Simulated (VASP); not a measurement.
All values below come from PBE GGA, VASP's PBE PAW potentials (set 64) (plane waves; VASP).

Input for VASP

KPOINTS:
```
k-points along high-symmetry lines
10
Line-mode
Reciprocal
  0.000000   0.000000   0.000000 ! GAMMA
  0.500000  -0.000000   0.000000 ! M

  0.500000  -0.000000   0.000000 ! M
  0.333333   0.333333   0.000000 ! K

  0.333333   0.333333   0.000000 ! K
  0.000000   0.000000   0.000000 ! GAMMA

  0.000000   0.000000   0.000000 ! GAMMA
  0.000000   0.000000   0.500000 ! A

  0.000000   0.000000   0.500000 ! A
  0.500000  -0.000000   0.500000 ! L

  0.500000  -0.000000   0.500000 ! L
  0.333333   0.333333   0.500000 ! H

  0.333333   0.333333   0.500000 ! H
  0.000000   0.000000   0.500000 ! A

  0.500000  -0.000000   0.500000 ! L
  0.500000  -0.000000   0.000000 ! M

  0.333333   0.333333   0.500000 ! H
  0.333333   0.333333   0.000000 ! K
```

INCAR:
```
# general
SYSTEM =CdSe
PREC   =Accurate
ENCUT  =400
LREAL  =.False.
LASPH  =.True.
ICHARG =11

# electronic loop
EDIFF  =1E-7
NELM   =100
ALGO   =Normal
LMAXMIX=4

# smearing
ISMEAR =0
SIGMA  =0.05

# functional
GGA    =PE

# output
LWAVE  =.False.
LCHARG =.False.
LORBIT =11
```

File POSCAR:
```
CdSe
1
    4.3758113941     0.0000000000     0.0000000000
   -2.1879056970     3.7895633709     0.0000000000
    0.0000000000     0.0000000000     7.1521286313
Cd Se
2 2
Direct
  0.3333330000   0.6666670000   0.9999192037
  0.6666670000   0.3333330000   0.4999192037
  0.3333330000   0.6666670000   0.3750807963
  0.6666670000   0.3333330000   0.8750807963
```

POTCAR, in this order: Cd Se (PBE.64 set). Program: vasp_std. Read from the step before: CHGCAR.

What VASP printed:

**OSZICAR**
```
       N       E                     dE             d eps       ncg     rms          rms(c)
DAV:   1     0.208035256833E+03    0.20804E+03   -0.15156E+04  3976   0.119E+03
DAV:   2     0.323676710177E+00   -0.20771E+03   -0.20399E+03  4488   0.318E+02
DAV:   3    -0.101505064484E+02   -0.10474E+02   -0.10405E+02  4578   0.721E+01
DAV:   4    -0.102435604085E+02   -0.93054E-01   -0.92963E-01  4556   0.625E+00
DAV:   5    -0.102444463942E+02   -0.88599E-03   -0.88591E-03  4692   0.544E-01
DAV:   6    -0.102444634255E+02   -0.17031E-04   -0.17029E-04  4602   0.646E-02
DAV:   7    -0.102444639140E+02   -0.48851E-06   -0.48857E-06  4674   0.900E-03
DAV:   8    -0.102444639311E+02   -0.17081E-07   -0.17081E-07  3532   0.141E-03
   1 F= -.10244464E+02 E0= -.10244464E+02  d E =-.398340E-15
```

### OUTCAR
```
 val. band max:        0.5455984453   @ k =   0.0000   0.0000   0.0000

 cond. band min:       1.0897061792   @ k =   0.0000   0.0000   0.0000



 k-point     1 :       0.0000    0.0000    0.0000
  band No.  band energies     occupation
      1     -11.7764      2.00000
      2     -11.4446      2.00000
      3      -7.2235      2.00000
      4      -7.2157      2.00000
      5      -7.2157      2.00000
      6      -7.1570      2.00000
      7      -7.1570      2.00000
      8      -6.9324      2.00000
      9      -6.9324      2.00000
     10      -6.8800      2.00000
     11      -6.8800      2.00000
     12      -6.6467      2.00000
     13      -3.5525      2.00000
     14      -0.1467      2.00000
     15      -0.1466      2.00000
     16       0.4952      2.00000
     17       0.5456      2.00000
     18       0.5456      2.00000
     19       1.0897      0.00000
     20       2.7019      0.00000
     21       6.4014      0.00000
     22       6.4015      0.00000

 k-point     2 :       0.0556    0.0000    0.0000
  band No.  band energies     occupation
      1     -11.7677      2.00000
      2     -11.4405      2.00000
      3      -7.2210      2.00000
      4      -7.2124      2.00000
      5      -7.2085      2.00000
      6      -7.1532      2.00000
      7      -7.1526      2.00000
      8      -6.9336      2.00000
      9      -6.9323      2.00000
     10      -6.8826      2.00000
     11      -6.8791      2.00000
     12      -6.6414      2.00000
     13      -3.5347      2.00000
     14      -0.2941      2.00000
     15      -0.1840      2.00000
     16       0.1950      2.00000
     17       0.4779      2.00000
     18       0.5249      2.00000
     19       1.4311      0.00000
     20       2.8531      0.00000
     21       6.2831      0.00000
     22       6.4480      0.00000

 k-point     3 :       0.1111    0.0000    0.0000
  band No.  band energies     occupation
      1     -11.7426      2.00000
      2     -11.4290      2.00000
...
```

The density is held fixed in this step, so its total energy and stress have no physical meaning.

The structure was generated: CdSe was put into the wurtzite type (P6_3mc), which need not be its known phase. It was relaxed first.
